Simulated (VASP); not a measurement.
# TiBrF3 (Pm-3m) in VASP: a series of runs

Runs on TiBrF3. Level: PBE. Tasks: relaxation of cell and atoms.

Program: VASP 6.6.1. These are calculated values, not measurements. Logs are shortened: lines on timing, memory, paths and dates and some standing lists are left out, and cuts for length are marked.

## (1) The crystal as given

It takes space group Pm-3m (No. 221, cubic). The conventional cell has a = 4.221 Å, b = 4.221 Å, c = 4.221 Å, α = 90.00°, β = 90.00°, γ = 90.00°. Ti (site symmetry m-3m) has 12 F at 2.98 Å as nearest neighbours. Around Br (site symmetry m-3m) lie 6 F at 2.11 Å. Around F (site symmetry 4/mmm) lie 2 Br at 2.11 Å.

The cell was built by a generator and needn't be a form met in nature.

## (2) Relaxation of cell and atoms, PBE

Contents of INCAR:

```
PREC = Normal ; ENCUT = 520
EDIFF = 1E-4 ; ISMEAR = 0
SIGMA = 0.15 ; LREAL = False
LASPH = True ; NELM = 60
ALGO = Fast ; ISIF = 3
LWAVE = False ; LCHARG = False
GGA = PE ; IBRION = 2
NSW = 24 ; EDIFFG = -0.08
```

Contents of KPOINTS:

```
regular mesh
0
Gamma
  3 3 3
```

Contents of POSCAR:

```
TiBrF3
1.0
    4.2211441100      0.0000000000      0.0000000000
    0.0000000000      4.2211441100      0.0000000000
    0.0000000000      0.0000000000      4.2211441100
Ti Br F
1 1 3
Direct
    0.0000000000      0.0000000000      0.0000000000
    0.5000000000      0.5000000000      0.5000000000
    0.0000000000      0.5000000000      0.5000000000
    0.5000000000      0.0000000000      0.5000000000
    0.5000000000      0.5000000000      0.0000000000
```

Potentials or basis: VASP PAW PBE potentials, release 64 (Ti_sv, Br, F).

Run with:

```console
$ cat potpaw_PBE.64/Ti_sv/POTCAR potpaw_PBE.64/Br/POTCAR potpaw_PBE.64/F/POTCAR > POTCAR
$ mpirun -np 1 vasp_std > vasp.out
```

OUTCAR:

```text
PREC = Normal
   ENCUT = 520
   EDIFF = 1E-4
   ISMEAR = 0
   LREAL = False
   LASPH = True
   NELM = 60
   ISIF = 3
   GGA = PE
   IBRION = 2
   NSW = 24
   EDIFFG = -0.08

 ion  position               nearest neighbor table
   1  0.000  0.000  0.000-
   2  0.500  0.500  0.500-   3 2.11   4 2.11   5 2.11   5 2.11   4 2.11   3 2.11
   3  0.000  0.500  0.500-   2 2.11   2 2.11
   4  0.500  0.000  0.500-   2 2.11   2 2.11
   5  0.500  0.500  0.000-   2 2.11   2 2.11

  LATTYP: Found a simple cubic cell.
 ALAT       =     4.2211441100

  Lattice vectors:

 A1 = (   4.2211441100,   0.0000000000,   0.0000000000)
 A2 = (   0.0000000000,   4.2211441100,   0.0000000000)
 A3 = (   0.0000000000,   0.0000000000,   4.2211441100)

Analysis of symmetry for initial positions (statically):
=====================================================================
 Subroutine PRICEL returns:
 Original cell was already a primitive cell.

 Routine SETGRP: Setting up the symmetry group for a
 simple cubic supercell.

 Subroutine GETGRP returns: Found 48 space group operations
 (whereof 48 operations were pure point group operations)
 out of a pool of 48 trial point group operations.

The static configuration has the point symmetry O_h .

Analysis of symmetry for dynamics (positions and initial velocities):
=====================================================================
 Subroutine PRICEL returns:
 Original cell was already a primitive cell.

 Routine SETGRP: Setting up the symmetry group for a
 simple cubic supercell.

 Subroutine GETGRP returns: Found 48 space group operations
 (whereof 48 operations were pure point group operations)
 out of a pool of 48 trial point group operations.

The dynamic configuration has the point symmetry O_h .

 Subroutine INISYM returns: Found 48 space group operations
 (whereof 48 operations are pure point group operations),
 and found     1 'primitive' translations

----------------------------------------------------------------------------------------

                                     Primitive cell

  volume of cell :      75.2126

  direct lattice vectors                    reciprocal lattice vectors
     4.221144110  0.000000000  0.000000000     0.236902597  0.000000000  0.000000000
     0.000000000  4.221144110  0.000000000     0.000000000  0.236902597  0.000000000
     0.000000000  0.000000000  4.221144110     0.000000000  0.000000000  0.236902597

  length of vectors
     4.221144110  4.221144110  4.221144110     0.236902597  0.236902597  0.236902597

  position of ions in fractional coordinates (direct lattice)
     0.000000000  0.000000000  0.000000000
     0.500000000  0.500000000  0.500000000
     0.000000000  0.500000000  0.500000000
     0.500000000  0.000000000  0.500000000
     0.500000000  0.500000000  0.000000000

  ion indices of the primitive-cell ions
   primitive index   ion index
                 1           1
                 2           2
                 3           3
                 4           4
                 5           5

----------------------------------------------------------------------------------------

 KPOINTS: regular mesh

Automatic generation of k-mesh.
 Grid dimensions read from file:
 generate k-points for:    3    3    3

 Generating k-lattice:

  Cartesian coordinates                     Fractional coordinates (reciprocal lattice)
     0.078967532  0.000000000  0.000000000     0.333333333  0.000000000  0.000000000
     0.000000000  0.078967532  0.000000000     0.000000000  0.333333333  0.000000000
     0.000000000  0.000000000  0.078967532     0.000000000  0.000000000  0.333333333

  Length of vectors
     0.078967532  0.078967532  0.078967532

  Shift w.r.t. Gamma in fractional coordinates (k-lattice)
     0.000000000  0.000000000  0.000000000

 Subroutine IBZKPT returns following result:
 ===========================================

 Found      4 irreducible k-points:

 Following reciprocal coordinates:
            Coordinates               Weight
  0.000000  0.000000  0.000000      1.000000
  0.333333  0.000000  0.000000      6.000000
  0.333333  0.333333  0.000000     12.000000
  0.333333  0.333333  0.333333      8.000000
   k-points           NKPTS =      4   k-points in BZ     NKDIM =      4   number of bands    NBANDS=     24
   number of dos      NEDOS =    301   number of ions     NIONS =      5
   total plane-waves  NPLWV =  13824
   dimension x,y,z NGX =    24 NGY =   24 NGZ =   24
   dimension x,y,z NGXF=    48 NGYF=   48 NGZF=   48
   ions per type =               1   1   3
   NGX,Y,Z   is equivalent  to a cutoff of   9.45,  9.45,  9.45 a.u.
   NGXF,Y,Z  is equivalent  to a cutoff of  18.90, 18.90, 18.90 a.u.
 SYSTEM =  unknown system
   PREC   = normal    normal or accurate (medium, high low for compatibility)
   ISTART =      0    job   : 0-new  1-cont  2-samecut
   ICHARG =      2    charge: 1-file 2-atom 10-const
   ISPIN  =      1    spin polarized calculation?
   LNONCOLLINEAR =      F non collinear calculations
   LSORBIT =      F    spin-orbit coupling
   LASPH  =      T    aspherical Exc in radial PAW
   ENCUT  =  520.0 eV  38.22 Ry    6.18 a.u.   7.85  7.85  7.85*2*pi/ulx,y,z
   NELM   =     60;   NELMIN=  2; NELMDL= -5     # of ELM steps
   EDIFF  = 0.1E-03   stopping-criterion for ELM
   LREAL  =      F    real-space projection
   EDIFFG = -.8E-01   stopping-criterion for IOM
   NSW    =     24    number of steps for IOM
   IBRION =      2    ionic relax: 0-MD 1-quasi-New 2-CG
   NFREE  =      1    steps in history (QN), initial steepest desc. (CG)
   ISIF   =      3    stress and relaxation
   ISYM   =      2    0-nonsym 1-usesym 2-fastsym
   POTIM  = 0.5000    time-step for ionic-motion
   TEBEG  =    0.0;   TEEND  =   0.0 temperature during run
   PSTRESS=    0.0 pullay stress
   NELECT =      40.0000    total number of electrons
   NUPDOWN=      -1.0000    fix difference up-down
   EMIN   =  10.00;   EMAX   =-10.00  energy-range for DOS
   EFERMI =   0.00;   METHOD = LEGACY
   ISMEAR =     0;   SIGMA  =   0.15  broadening in eV -4-tet -1-fermi 0-gaus
   EFERMI_NEDOS =   21; number of points for ismear=-14 and -15
   IALGO  =     68    algorithm
   IMIX   =      4    mixing-type and parameters
     AMIX     =   0.40;   BMIX     =  1.00
     AMIX_MAG =   1.60;   BMIX_MAG =  1.00
  volume/ion in A,a.u.               =      15.04       101.51
  Fermi-wavevector in a.u.,A,eV,Ry     =   1.326370  2.506476 23.936145  1.759257
  Thomas-Fermi vector in A             =   2.455762
   LORBIT       =      0    0 simple, 1 ext, 2 COOP (PROOUT), +10 PAW based schemes
   GGA     = PE    functional components
   LHFCALC =     F    Hartree Fock is set to
   AEXX    =    0.0000 exact exchange contribution
   IVDW    =     0    specifies the selected vdW correction
   LEPSILON=     F    determine dielectric tensor
   LRPA    =     F    only Hartree local field effects (RPA)
 conjugate gradient relaxation of ions
 non-spin polarized calculation
 RMM-DIIS sequential band-by-band and
 Gauss-broadening in eV      SIGMA  =   0.15
  energy-cutoff  :      520.00
  volume of cell :       75.21
 maximum number of plane-waves:      2033
   NGX = 15   NGY = 15   NGZ = 15

--------------------------------------- Ionic step        1  -------------------------------------------

 number of electron      40.0000160 magnetization

 Free energy of the ion-electron system (eV)
  ---------------------------------------------------
  ext. energy  EPLUGINS =         0.00000000
  ---------------------------------------------------
  free energy    TOTEN  =       -14.51989896 eV

  energy without entropy =      -14.41830136  energy(sigma->0) =      -14.46910016

------------------------ aborting loop because EDIFF is reached ----------------------------------------

  FORCE on cell =-STRESS in cart. coord.  units (eV):
  Direction    XX          YY          ZZ          XY          YZ          ZX
  --------------------------------------------------------------------------------------
  -------------------------------------------------------------------------------------
  Total        9.8967668      9.8967668      9.8967668      0.0000000      0.0000000     -0.0000000
  in kB      210.8207644    210.8207644    210.8207644      0.0000000      0.0000000     -0.0000000
  external PRESSURE =     210.8207644 kB  Pullay stress =       0.0000000 kB

 VOLUME and BASIS-vectors are now :
 -----------------------------------------------------------------------------
  energy-cutoff  :      520.00
  volume of cell :       75.21
      direct lattice vectors                 reciprocal lattice vectors
     4.221144110  0.000000000  0.000000000     0.236902597  0.000000000  0.000000000
     0.000000000  4.221144110  0.000000000     0.000000000  0.236902597  0.000000000
     0.000000000  0.000000000  4.221144110     0.000000000  0.000000000  0.236902597

 POSITION                                       TOTAL-FORCE (eV/Angst)
 -----------------------------------------------------------------------------------
      0.00000      0.00000      0.00000         0.000000      0.000000      0.000000
      2.11057      2.11057      2.11057         0.000000      0.000000      0.000000
      0.00000      2.11057      2.11057         0.000000      0.000000      0.000000
      2.11057      0.00000      2.11057         0.000000      0.000000      0.000000
      2.11057      2.11057      0.00000         0.000000      0.000000      0.000000
 -----------------------------------------------------------------------------------
    total drift:                               -0.000000     -0.000000     -0.000000

  FREE ENERGIE OF THE ION-ELECTRON SYSTEM (eV)
  ---------------------------------------------------
  free  energy   TOTEN  =       -14.5198989631 eV
[... 26 lines left out ...]
 POSITION                                       TOTAL-FORCE (eV/Angst)
 -----------------------------------------------------------------------------------
      0.00000      0.00000      0.00000         0.000000      0.000000      0.000000
      2.31211      2.31211      2.31211        -0.000000      0.000000      0.000000
     -0.00000      2.31211      2.31211        -0.000000      0.000000      0.000000
      2.31211     -0.00000      2.31211        -0.000000      0.000000      0.000000
      2.31211      2.31211     -0.00000         0.000000      0.000000      0.000000
 -----------------------------------------------------------------------------------
    total drift:                                0.000000     -0.000000     -0.000000

  FREE ENERGIE OF THE ION-ELECTRON SYSTEM (eV)
  ---------------------------------------------------
  free  energy   TOTEN  =       -15.4930031052 eV

  energy  without entropy=      -15.3341468449  energy(sigma->0) =      -15.41357498

--------------------------------------- Ionic step        3  -------------------------------------------

 number of electron      39.9999728 magnetization

 Free energy of the ion-electron system (eV)
  ---------------------------------------------------
  ext. energy  EPLUGINS =         0.00000000
  ---------------------------------------------------
  free energy    TOTEN  =       -15.55436011 eV

  energy without entropy =      -15.40232934  energy(sigma->0) =      -15.47834473

 E-fermi :   2.2743     XC(G=0):  -8.7473

 val. band max:        2.2556594993   @ k =   0.3333   0.0000   0.0000
 cond. band min:       2.3528806729   @ k =   0.3333   0.3333   0.0000
 fundamental gap:      0.0972211736
 Fermi energy:         2.2742849765

 k-point     1 :       0.0000    0.0000    0.0000
  band No.  band energies     occupation
      1     -56.1132      2.00000
      2     -32.3825      2.00000
      3     -32.3825      2.00000
      4     -32.3825      2.00000
      5     -20.8222      2.00000
      6     -20.2788      2.00000
[... 16 lines left out ...]
     23       3.9956      0.00000
     24       3.9957      0.00000

 k-point     2 :       0.3333    0.0000    0.0000
  band No.  band energies     occupation
      1     -56.1133      2.00000
      2     -32.3838      2.00000
      3     -32.3825      2.00000
      4     -32.3824      2.00000
      5     -20.7060      2.00000
      6     -20.3654      2.00000
[... 83 lines left out ...]
 VOLUME and BASIS-vectors are now :
 -----------------------------------------------------------------------------
  energy-cutoff  :      520.00
  volume of cell :       93.31
      direct lattice vectors                 reciprocal lattice vectors
     4.535670901 -0.000000000 -0.000000000     0.220474550 -0.000000000  0.000000000
     0.000000000  4.535670901 -0.000000000     0.000000000  0.220474550  0.000000000
    -0.000000000  0.000000000  4.535670901     0.000000000  0.000000000  0.220474550

 POSITION                                       TOTAL-FORCE (eV/Angst)
 -----------------------------------------------------------------------------------
      0.00000      0.00000      0.00000         0.000000      0.000000      0.000000
      2.26784      2.26784      2.26784        -0.000000      0.000000      0.000000
     -0.00000      2.26784      2.26784        -0.000000      0.000000      0.000000
      2.26784     -0.00000      2.26784        -0.000000      0.000000      0.000000
      2.26784      2.26784     -0.00000         0.000000      0.000000      0.000000
 -----------------------------------------------------------------------------------
    total drift:                                0.000000     -0.000000     -0.000000

  FREE ENERGIE OF THE ION-ELECTRON SYSTEM (eV)
  ---------------------------------------------------
  free  energy   TOTEN  =       -15.5543601111 eV

  energy  without entropy=      -15.4023293414  energy(sigma->0) =      -15.47834473

 reached required accuracy - stopping structural energy minimisation
```

It took 21 s on 1 thread of Intel Xeon 6975P-C (Granite Rapids), shared host; peak memory 0.14 GiB.

Results:

```
Free energy                            : -15.5544 eV
Relaxed volume                         : 18.66 Å³/atom
Relaxed cell                           : a = 4.536 Å, b = 4.536 Å, c = 4.536 Å, α = 90.00°, β = 90.00°, γ = 90.00°
Space group after relaxing (to 0.05 Å) : Pm-3m (No. 221)
Energy gained by relaxing              : 206.9 meV/atom
Ionic steps                            : 3
Pressure after relaxing                : 0.2 GPa
Band gap on the k mesh                 : 0.10 eV, indirect (least direct gap 0.12 eV)
```

The path:
```csv
step,energy change (eV),largest force (eV/Å),pressure (GPa),volume (Å³)
1,0.0000,0.0000,21.08,75.21
2,-0.9731,0.0000,-3.52,98.88
3,-1.0345,0.0000,0.17,93.31
```

Final structure:
```
Ti Br F
1.0
     4.53567    0.00000    0.00000
     0.00000    4.53567    0.00000
     0.00000    0.00000    4.53567
Ti Br F
1 1 3
Direct
  0.00000 0.00000 0.00000
  0.50000 0.50000 0.50000
  0.00000 0.50000 0.50000
  0.50000 0.00000 0.50000
  0.50000 0.50000 0.00000
```

Caveat: the k mesh is coarse (spacing up to 0.50 Å⁻¹), so the values aren't converged; the volume moved by over 15 % at a fixed basis, so the end points are rough; an odd mesh through Γ misses points on the zone boundary, where band edges often lie; the relaxation stopped at a loose force limit of 0.08 eV/Å, so its end isn't a converged minimum.

(Part 1 of 2 ends here.)
